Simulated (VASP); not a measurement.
# Al2SiF2 (I-4m2) in VASP: a series of runs

Aim: see how the results for Al2SiF2 move with the level of theory and the settings. Levels: PBE, r2SCAN. Tasks: relaxation of cell and atoms, single point.

All numbers are computed with VASP 6.6.1; they aren't measurements. Logs are shortened: lines on timing, memory, paths and dates and some standing lists are left out, and cuts for length are marked.

### Step 1. Starting point

Symmetry: I-4m2, No. 119, tetragonal system. The conventional cell has a = 3.590 Å, b = 3.590 Å, c = 13.320 Å, α = 90.00°, β = 90.00°, γ = 90.00°. Al (site symmetry 2mm) is surrounded by 2 F at 1.94 Å. Si (site symmetry -4m2) has 4 Al at 2.41 Å as nearest neighbours. F (site symmetry 2mm) is surrounded by 2 Al at 1.94 Å.

The cell was built by a generator and needn't be a form met in nature.

### Step 2. Relaxation of cell and atoms, PBE

The input, INCAR:

```
ALGO = Normal ; EDIFF = 1E-6
EDIFFG = -0.01 ; ENCUT = 520
GGA = PE ; IBRION = 2
ISIF = 3 ; ISMEAR = 0
KPAR = 4 ; LASPH = T
LCHARG = F ; LREAL = F
LWAVE = F ; NELM = 120
NSW = 90 ; PREC = Accurate
SIGMA = 0.1
```

The input, KPOINTS:

```
k-points
0
Gamma
  12 12 12
```

The input, POSCAR:

```
Al2SiF2
1.0
   -1.7950000000      1.7950000000      6.6600000000
    1.7950000000     -1.7950000000      6.6600000000
    1.7950000000      1.7950000000     -6.6600000000
Al Si F
2 1 2
Direct
    0.3795045000      0.8795045000      0.5000000000
    0.1204955000      0.6204955000      0.5000000000
    0.0000000000      0.0000000000      0.0000000000
    0.3245495500      0.3245495500      0.0000000000
    0.6754504500      0.6754504500      0.0000000000
```

Potentials or basis: VASP PAW PBE potentials, release 64 (Al, Si, F).

Launch:

```
> cat potpaw_PBE.64/Al/POTCAR potpaw_PBE.64/Si/POTCAR potpaw_PBE.64/F/POTCAR > POTCAR
> mpirun -np 4 vasp_std > vasp.out
```

OUTCAR:

```text
EDIFF = 1E-6
   EDIFFG = -0.01
   ENCUT = 520
   GGA = PE
   IBRION = 2
   ISIF = 3
   ISMEAR = 0
   LASPH = T
   LREAL = F
   NELM = 120
   NSW = 90
   PREC = Accurate

 ion  position               nearest neighbor table
   1  0.380  0.880  0.500-   4 1.94   4 1.94   3 2.41   3 2.41
   2  0.120  0.620  0.500-   5 1.94   5 1.94   3 2.41   3 2.41
   3  0.000  0.000  0.000-   2 2.41   1 2.41   2 2.41   1 2.41
   4  0.325  0.325  0.000-   1 1.94   1 1.94
   5  0.675  0.675  0.000-   2 1.94   2 1.94

  LATTYP: Found a body centered tetragonal cell.
 ALAT       =     3.5900000000
 C/A-ratio  =     3.7103064067

  Lattice vectors:

 A1 = (  -1.7950000000,   1.7950000000,   6.6600000000)
 A2 = (   1.7950000000,  -1.7950000000,   6.6600000000)
 A3 = (   1.7950000000,   1.7950000000,  -6.6600000000)

Analysis of symmetry for initial positions (statically):
=====================================================================
 Subroutine PRICEL returns:
 Original cell was already a primitive cell.

 Routine SETGRP: Setting up the symmetry group for a
 body centered tetragonal supercell.

 Subroutine GETGRP returns: Found  8 space group operations
 (whereof  8 operations were pure point group operations)
 out of a pool of 16 trial point group operations.

The static configuration has the point symmetry D_2d.

Analysis of symmetry for dynamics (positions and initial velocities):
=====================================================================
 Subroutine PRICEL returns:
 Original cell was already a primitive cell.

 Routine SETGRP: Setting up the symmetry group for a
 body centered tetragonal supercell.

 Subroutine GETGRP returns: Found  8 space group operations
 (whereof  8 operations were pure point group operations)
 out of a pool of 16 trial point group operations.

The dynamic configuration has the point symmetry D_2d.

 Subroutine INISYM returns: Found  8 space group operations
 (whereof  8 operations are pure point group operations),
 and found     1 'primitive' translations

----------------------------------------------------------------------------------------

                                     Primitive cell

  volume of cell :      85.8347

  direct lattice vectors                    reciprocal lattice vectors
    -1.795000000  1.795000000  6.660000000     0.000000000  0.278551532  0.075075075
     1.795000000 -1.795000000  6.660000000     0.278551532  0.000000000  0.075075075
     1.795000000  1.795000000 -6.660000000     0.278551532  0.278551532  0.000000000

  length of vectors
     7.127387319  7.127387319  7.127387319     0.288491287  0.288491287  0.393931354

  position of ions in fractional coordinates (direct lattice)
     0.379504500  0.879504500  0.500000000
     0.120495500  0.620495500  0.500000000
     0.000000000  0.000000000  0.000000000
     0.324549550  0.324549550  0.000000000
     0.675450450  0.675450450  0.000000000

  ion indices of the primitive-cell ions
   primitive index   ion index
                 1           1
                 2           2
                 3           3
                 4           4
                 5           5

----------------------------------------------------------------------------------------

 KPOINTS: k-points

Automatic generation of k-mesh.
 Grid dimensions read from file:
 generate k-points for:   12   12   12

 Generating k-lattice:

  Cartesian coordinates                     Fractional coordinates (reciprocal lattice)
     0.000000000  0.023212628  0.006256256     0.083333333  0.000000000 -0.000000000
     0.023212628  0.000000000  0.006256256     0.000000000  0.083333333 -0.000000000
     0.023212628  0.023212628  0.000000000     0.000000000  0.000000000  0.083333333

  Length of vectors
     0.024040941  0.024040941  0.032827613

  Shift w.r.t. Gamma in fractional coordinates (k-lattice)
     0.000000000  0.000000000  0.000000000

 Subroutine IBZKPT returns following result:
 ===========================================

 Found    163 irreducible k-points:

 Following reciprocal coordinates:
[... 43 lines left out ...]

 Free energy of the ion-electron system (eV)
  ---------------------------------------------------
  ext. energy  EPLUGINS =         0.00000000
  ---------------------------------------------------
  free energy    TOTEN  =       -22.92329120 eV

  energy without entropy =      -22.91007651  energy(sigma->0) =      -22.91668385

 E-fermi :   4.7681     XC(G=0):  -8.9798

 val. band max:        4.7677579838   @ k =  -0.3333   0.5000   0.2500
 cond. band min:       4.7716926017   @ k =  -0.4167   0.4167   0.3333
 fundamental gap:      0.0039346178
 Fermi energy:         4.7681207827

 k-point     1 :       0.0000    0.0000    0.0000
  band No.  band energies     occupation
      1     -21.1839      2.00000
      2     -21.0445      2.00000
      3      -5.2345      2.00000
      4      -3.7827      2.00000
      5      -3.7827      2.00000
      6      -2.7858      2.00000
[... 433 lines left out ...]
      3      -5.0862      2.00000
      4      -4.0010      2.00000
      5      -3.4376      2.00000
      6      -2.7336      2.00000
[... 8 lines left out ...]
     15       8.3396      0.00000
     16       9.1443      0.00000

 [... further k-points ...]

------------------------ aborting loop because EDIFF is reached ----------------------------------------

  FORCE on cell =-STRESS in cart. coord.  units (eV):
  Direction    XX          YY          ZZ          XY          YZ          ZX
  --------------------------------------------------------------------------------------
  -------------------------------------------------------------------------------------
  Total        0.2653556      0.2653556      0.6208485      0.0000000     -0.0000000      0.0000000
  in kB        4.9530836      4.9530836     11.5886572      0.0000000     -0.0000000      0.0000000
  external PRESSURE =       7.1649414 kB  Pullay stress =       0.0000000 kB
[... 98 lines left out ...]
  FREE ENERGIE OF THE ION-ELECTRON SYSTEM (eV)
  ---------------------------------------------------
  free  energy   TOTEN  =       -22.9259223891 eV

  energy  without entropy=      -22.9125671479  energy(sigma->0) =      -22.91924477

[... ionic steps 4 to 13 ...]

--------------------------------------- Ionic step       14  -------------------------------------------

 number of electron      23.9999997 magnetization

------------------------ aborting loop because EDIFF is reached ----------------------------------------
[... 73 lines left out ...]
--------------------------------------- Ionic step       16  -------------------------------------------

 number of electron      23.9999998 magnetization

 Free energy of the ion-electron system (eV)
  ---------------------------------------------------
  ext. energy  EPLUGINS =         0.00000000
  ---------------------------------------------------
  free energy    TOTEN  =       -22.93479808 eV

  energy without entropy =      -22.92289207  energy(sigma->0) =      -22.92884508

 E-fermi :   4.7071     XC(G=0):  -8.8507

 val. band max:        4.7051450969   @ k =   0.5000   0.0833  -0.0000
 cond. band min:       4.7150069447   @ k =  -0.1667   0.5000   0.1667
 fundamental gap:      0.0098618477
 Fermi energy:         4.7071303194

 k-point     1 :       0.0000    0.0000    0.0000
  band No.  band energies     occupation
      1     -21.4419      2.00000
      2     -21.3503      2.00000
      3      -5.5300      2.00000
      4      -4.0021      2.00000
      5      -4.0021      2.00000
      6      -3.0631      2.00000
[... 433 lines left out ...]
      3      -5.2787      2.00000
      4      -4.2423      2.00000
      5      -3.6636      2.00000
      6      -2.9575      2.00000
[... 8 lines left out ...]
     15       8.0281      0.00000
     16       8.9740      0.00000

 [... further k-points ...]

------------------------ aborting loop because EDIFF is reached ----------------------------------------

  FORCE on cell =-STRESS in cart. coord.  units (eV):
  Direction    XX          YY          ZZ          XY          YZ          ZX
  --------------------------------------------------------------------------------------
  -------------------------------------------------------------------------------------
  Total        0.0234825      0.0234825      0.0047702      0.0000000     -0.0000000      0.0000000
  in kB        0.4268667      0.4268667      0.0867131      0.0000000     -0.0000000      0.0000000
  external PRESSURE =       0.3134821 kB  Pullay stress =       0.0000000 kB
[... 20 lines left out ...]
  FREE ENERGIE OF THE ION-ELECTRON SYSTEM (eV)
  ---------------------------------------------------
  free  energy   TOTEN  =       -22.9347980780 eV

  energy  without entropy=      -22.9228920733  energy(sigma->0) =      -22.92884508

 reached required accuracy - stopping structural energy minimisation
```

Wall time 13 min (4 MPI ranks of Intel Xeon 6975P-C (Granite Rapids), shared host); peak memory 0.58 GiB.

Results:

```yaml
Free_energy: -22.9348 eV
Relaxed_volume: 17.63 Å³/atom
Relaxed_cell: a = 7.482 Å, b = 7.482 Å, c = 7.482 Å, α = 152.67°, β = 152.67°, γ = 39.04°
Space_group_after_relaxing_to_0.05_Å: I-4m2 (No. 119)
Energy_gained_by_relaxing: 2.3 meV/atom
Ionic_steps: 16
Pressure_after_relaxing: 0.0 GPa
Largest_force_after_relaxing: 0.010 eV/Å
Band_gap_on_the_k_mesh: none (metal or under the smearing width)
```

Forces on the atoms (eV/Å):
```
Al   0.000  0.000 -0.010
Al   0.000  0.000  0.010
Si   0.000  0.000  0.000
F    0.000  0.000  0.008
F    0.000  0.000 -0.008
```

The path:
| step | energy change (eV) | largest force (eV/Å) | pressure (GPa) | volume (Å³) |
| --- | --- | --- | --- | --- |
| 1 | 0.0000 | 0.0252 | 0.72 | 85.83 |
| 2 | -0.0026 | 0.0226 | -0.07 | 86.79 |
| 3 | -0.0026 | 0.0237 | -0.10 | 86.82 |
| 4 | -0.0033 | 0.0245 | -0.09 | 86.83 |
| 5 | -0.0051 | 0.0269 | -0.06 | 86.84 |
| 6 | -0.0074 | 0.0312 | 0.01 | 86.84 |
| 7 | -0.0078 | 0.0421 | 0.16 | 86.78 |
| 8 | -0.0085 | 0.0351 | 0.08 | 86.82 |
| 9 | -0.0095 | 0.0451 | -0.08 | 87.28 |
| 10 | -0.0100 | 0.0645 | -0.34 | 88.02 |
| 11 | -0.0103 | 0.0594 | -0.32 | 88.03 |
| 12 | -0.0108 | 0.0491 | -0.21 | 88.09 |
| 13 | -0.0112 | 0.0426 | 0.01 | 88.19 |
| 14 | -0.0112 | 0.0371 | -0.01 | 88.17 |
| 15 | -0.0113 | 0.0303 | 0.00 | 88.16 |
| 16 | -0.0115 | 0.0095 | 0.03 | 88.14 |

Final structure:
```
CELL_PARAMETERS angstrom
-1.76766 1.76766 7.05191
1.76766 -1.76766 7.05191
1.76766 1.76766 -7.05191
ATOMIC_POSITIONS crystal
Al 0.38341 0.88341 0.50000
Al 0.11659 0.61659 0.50000
Si 0.00000 0.00000 0.00000
F 0.32884 0.32884 0.00000
F 0.67116 0.67116 0.00000
```

### Step 3. Relaxation of cell and atoms, PBE

This run uses another cell than the first one, of 17.63 Å³/atom, 1.027 times its volume.

The input, INCAR:

```
ALGO = Normal ; EDIFF = 1E-7
EDIFFG = -0.005 ; ENCUT = 520
GGA = PE ; IBRION = 2
ISIF = 3 ; ISMEAR = 0
KPAR = 4 ; LASPH = T
LCHARG = F ; LREAL = F
LWAVE = F ; NELM = 120
NSW = 60 ; POTIM = 0.3
PREC = Accurate ; SIGMA = 0.1
```

KPOINTS is that of step 2.

The input, POSCAR:

```
Al2SiF2                                 
1.0
   -1.7676557301      1.7676557301      7.0519140631
    1.7676557301     -1.7676557301      7.0519140631
    1.7676557301      1.7676557301     -7.0519140631
  Al              Si              F             
     2     1     2
Direct
     0.3834064632377670    0.8834064632377672    0.5000000000000000
     0.1165935367622330    0.6165935367622328    0.5000000000000000
     0.0000000000000000    0.0000000000000000    0.0000000000000000
     0.3288414479015391    0.3288414479015391    0.0000000000000000
     0.6711585520984610    0.6711585520984610    0.0000000000000000
```

Potentials or basis: VASP PAW PBE potentials, release 64 (Al, Si, F).

Launch:

```
> cat potpaw_PBE.64/Al/POTCAR potpaw_PBE.64/Si/POTCAR potpaw_PBE.64/F/POTCAR > POTCAR
> mpirun -np 4 vasp_std > vasp.out
```

It took 19 min on 4 MPI ranks of Intel Xeon 6975P-C (Granite Rapids), shared host; peak memory 0.65 GiB.

Results (log left out):

```
Free energy                            : -22.9427 eV
Relaxed volume                         : 17.94 Å³/atom
Relaxed cell                           : a = 7.692 Å, b = 7.692 Å, c = 7.692 Å, α = 153.62°, β = 153.62°, γ = 37.65°
Space group after relaxing (to 0.05 Å) : I-4m2 (No. 119)
Energy gained by relaxing              : 0.5 meV/atom
Ionic steps                            : 18
Pressure after relaxing                : 0.0 GPa
Largest force after relaxing           : 0.004 eV/Å
Band gap on the k mesh                 : none (metal or under the smearing width)
```

Forces on the atoms (eV/Å):
```
Al   0.000  0.000  0.001
Al   0.000  0.000 -0.001
Si   0.000  0.000  0.000
F    0.000  0.000 -0.004
F    0.000  0.000  0.004
```

The path:
| step | energy change (eV) | largest force (eV/Å) | pressure (GPa) | volume (Å³) |
| --- | --- | --- | --- | --- |
| 1 | 0.0000 | 0.0103 | 0.13 | 88.14 |
| 2 | -0.0001 | 0.0141 | 0.05 | 88.25 |
| 3 | -0.0002 | 0.0227 | -0.14 | 88.51 |
| 4 | -0.0002 | 0.0197 | -0.07 | 88.42 |
| 5 | -0.0003 | 0.0173 | -0.06 | 88.42 |
| 6 | -0.0006 | 0.0224 | -0.02 | 88.42 |
| 7 | -0.0008 | 0.0432 | 0.05 | 88.42 |
| 8 | -0.0009 | 0.0409 | 0.04 | 88.47 |
| 9 | -0.0013 | 0.0332 | 0.00 | 88.62 |
| 10 | -0.0017 | 0.0197 | -0.05 | 88.90 |
| 11 | -0.0017 | 0.0281 | -0.09 | 89.03 |
| 12 | -0.0018 | 0.0154 | 0.12 | 88.92 |
| 13 | -0.0019 | 0.0186 | 0.06 | 88.95 |
| 14 | -0.0020 | 0.0143 | 0.05 | 89.08 |
| 15 | -0.0023 | 0.0122 | 0.00 | 89.47 |
| 16 | -0.0023 | 0.0174 | -0.02 | 89.65 |
| 17 | -0.0023 | 0.0039 | 0.05 | 89.71 |
| 18 | -0.0023 | 0.0036 | 0.03 | 89.69 |

Final structure:
```
CELL_PARAMETERS angstrom
-1.75493 1.75493 7.28075
1.75493 -1.75493 7.28075
1.75493 1.75493 -7.28075
ATOMIC_POSITIONS crystal
Al 0.38596 0.88596 0.50000
Al 0.11404 0.61404 0.50000
Si 0.00000 0.00000 0.00000
F 0.33230 0.33230 0.00000
F 0.66770 0.66770 0.00000
```

Levels at points of the mesh, in eV from the Fermi level:
```csv
k point,band 8,band 9,band 10,band 11,band 12,band 13,band 14,band 15,band 16
"(0.00, 0.00, 0.00)",-6.94,-6.94,-4.78,-1.84,0.43,0.43,2.13,3.58,4.00
"(0.50, 0.00, 0.00)",-7.18,-6.83,-4.74,-3.40,-0.10,1.16,1.60,2.56,4.39
"(0.50, 0.50, 0.00)",-7.19,-7.05,-3.88,-3.86,-2.98,1.01,2.13,2.23,2.38
"(0.50, 0.50, 0.50)",-6.94,-6.91,-5.42,-0.56,0.41,0.43,0.43,3.35,4.48
```

### Step 4. Single point, r2SCAN

This run uses another cell than the first one, of 17.94 Å³/atom, 1.045 times its volume.

The input, INCAR:

```
SYSTEM = Al2SiF2
ALGO = Normal
EDIFF = 1E-6
ENCUT = 520
ISIF = 2
ISMEAR = 0
KPAR = 4
LASPH = .True.
LCHARG = .False.
LMIXTAU = .True.
LREAL = .False.
LWAVE = .False.
METAGGA = R2SCAN
NELM = 150
PREC = Accurate
SIGMA = 0.1
```

The input, KPOINTS:

```
k-points
0
Gamma
  12 12 12
  0 0 0
```

The input, POSCAR:

```
Al2SiF2                                 
1.0
   -1.7549330439      1.7549330439      7.2807486775
    1.7549330439     -1.7549330439      7.2807486775
    1.7549330439      1.7549330439     -7.2807486775
  Al              Si              F             
     2     1     2
Direct
     0.3859588338404867    0.8859588338404869    0.5000000000000000
     0.1140411661595132    0.6140411661595131    0.5000000000000000
     0.0000000000000000    0.0000000000000000    0.0000000000000000
     0.3322993558605508    0.3322993558605508    0.0000000000000000
     0.6677006441394494    0.6677006441394494    0.0000000000000000
```

Launch:

```
> cat potpaw_PBE.64/Al/POTCAR potpaw_PBE.64/Si/POTCAR potpaw_PBE.64/F/POTCAR > POTCAR
> mpirun -np 4 vasp_std > vasp.out
```

It took 15 min on 4 MPI ranks of Intel Xeon 6975P-C (Granite Rapids), shared host; peak memory 0.7 GiB.

Results (log left out):

```
Free energy            : -35.2443 eV
Pressure               : -2.6 GPa
Largest force          : 0.205 eV/Å
Band gap on the k mesh : none (metal or under the smearing width)
```

Forces in eV/Å, atoms in the order of the input:
```
Al   0.000  0.000  0.085
Al   0.000  0.000 -0.085
Si   0.000  0.000  0.000
F    0.000  0.000  0.205
F    0.000  0.000 -0.205
```

Stress tensor (GPa, compression positive):
```
-2.52  0.00  0.00
 0.00 -2.52  0.00
 0.00  0.00 -2.86
```

Levels at points of the mesh, in eV from the Fermi level:
| k point | band 8 | band 9 | band 10 | band 11 | band 12 | band 13 | band 14 | band 15 | band 16 |
| --- | --- | --- | --- | --- | --- | --- | --- | --- | --- |
| (0.00, 0.00, 0.00) | -7.68 | -7.68 | -5.21 | -1.91 | 0.34 | 0.34 | 2.17 | 3.77 | 4.17 |
| (0.50, 0.00, 0.00) | -7.86 | -7.57 | -5.13 | -3.78 | -0.01 | 1.13 | 1.57 | 2.65 | 4.52 |
| (0.50, 0.50, 0.00) | -7.92 | -7.49 | -4.21 | -4.20 | -3.33 | 1.11 | 2.13 | 2.38 | 2.56 |
| (0.50, 0.50, 0.50) | -7.68 | -7.63 | -5.80 | -0.59 | 0.35 | 0.35 | 0.36 | 3.48 | 4.87 |

Caveat: the PAW data sets were made with another functional, which shifts forces and pressure a little.

### Step 5. Relaxation of cell and atoms, PBE

This run uses another cell than the first one, of 12.57 Å³/atom, 0.732 times its volume.

The input, INCAR:

```
ALGO = Normal ; EDIFF = 1E-6
EDIFFG = -0.01 ; ENCUT = 520
GGA = PE ; IBRION = 2
ISIF = 3 ; ISMEAR = 0
KPAR = 4 ; LASPH = T
LCHARG = F ; LREAL = F
LWAVE = F ; NELM = 120
NSW = 90 ; PREC = Accurate
SIGMA = 0.1
```

The input, KPOINTS:

```
k-points
0
Gamma
  12 12 12
```

The input, POSCAR:

```
Al2SiF2
1.0
   -1.6560000000      1.6560000000      5.7310000000
    1.6560000000     -1.6560000000      5.7310000000
    1.6560000000      1.6560000000     -5.7310000000
Al Si F
2 1 2
Direct
    0.3741929900      0.3741929900      0.0000000000
    0.6258070100      0.6258070100      0.0000000000
    0.0000000000      0.0000000000      0.0000000000
    0.7500000000      0.2500000000      0.5000000000
    0.2500000000      0.7500000000      0.5000000000
```

Launch:

```
> cat potpaw_PBE.64/Al/POTCAR potpaw_PBE.64/Si/POTCAR potpaw_PBE.64/F/POTCAR > POTCAR
> mpirun -np 4 vasp_std > vasp.out
```

It took 3.6 min on 4 MPI ranks of Intel Xeon 6975P-C (Granite Rapids), shared host; peak memory 0.45 GiB.

The run converged. Its results:

| Quantity | Value |
| --- | --- |
| Free energy | -22.7209 eV |
| Relaxed volume | 12.70 Å³/atom |
| Relaxed cell | a = 6.261 Å, b = 6.261 Å, c = 6.261 Å, α = 149.38°, β = 149.38°, γ = 43.85° |
| Space group after relaxing (to 0.05 Å) | I4/mmm (No. 139) |
| Energy gained by relaxing | 1.5 meV/atom |
| Ionic steps | 7 |
| Pressure after relaxing | 0.0 GPa |
| Band gap on the k mesh | none (metal or under the smearing width) |

The path:
```csv
step,energy change (eV),largest force (eV/Å),pressure (GPa),volume (Å³)
1,0.0000,0.1257,0.74,62.87
2,-0.0049,0.1188,-0.02,63.39
3,-0.0060,0.0958,-0.78,63.95
4,-0.0061,0.1040,-0.61,63.81
5,-0.0076,0.0237,-0.10,63.57
6,-0.0077,0.0078,-0.16,63.59
7,-0.0077,0.0002,-0.01,63.48
```

Final structure:
```
CELL_PARAMETERS angstrom
-1.65302 1.65302 5.80774
1.65302 -1.65302 5.80774
1.65302 1.65302 -5.80774
ATOMIC_POSITIONS crystal
Al 0.37266 0.37266 0.00000
Al 0.62734 0.62734 0.00000
Si 0.00000 0.00000 0.00000
F 0.75000 0.25000 0.50000
F 0.25000 0.75000 0.50000
```

Levels at points of the mesh, in eV from the Fermi level:
| k point | band 10 | band 11 | band 12 | band 13 | band 14 | band 15 |
| --- | --- | --- | --- | --- | --- | --- |
| (0.00, 0.00, 0.00) | -3.44 | 0.06 | 0.62 | 0.62 | 2.84 | 4.05 |
| (0.50, 0.00, 0.00) | -6.43 | -2.24 | -1.35 | 2.92 | 3.85 | 4.65 |
| (0.50, 0.50, 0.00) | -4.27 | -3.65 | -3.46 | -0.52 | 0.58 | 1.28 |
| (0.50, 0.50, 0.50) | -5.77 | 0.83 | 0.83 | 2.36 | 3.61 | 3.67 |
